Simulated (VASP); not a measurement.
Here is the system:

```
CELL_PARAMETERS angstrom
      0.00000     2.84063     2.84063
      2.84063     0.00000     2.84063
      2.84063     2.84063     0.00000
ATOMIC_POSITIONS crystal
  Al 0.00000 0.00000 0.00000
  As 0.25000 0.25000 0.25000
```

The numbers are results of PBEsol GGA, VASP's PBE PAW potentials (set 64) (plane waves; VASP), not measurements. Run with 400 eV cut-off, 7×7×7 Γ-centred mesh, Gaussian smearing of 0.050 eV, potentials Al As.

Task: Estimate the energy per atom (σ→0).

Result: 
```
Property                       Result
---------------------  --------------
energy per atom (σ→0)  -5.031 eV/atom
```

The structure was generated: AlAs was put into the zinc blende type (F-43m), which need not be its known phase. It was relaxed first, which changed the volume by +8 %. The start is the result of an earlier pass.
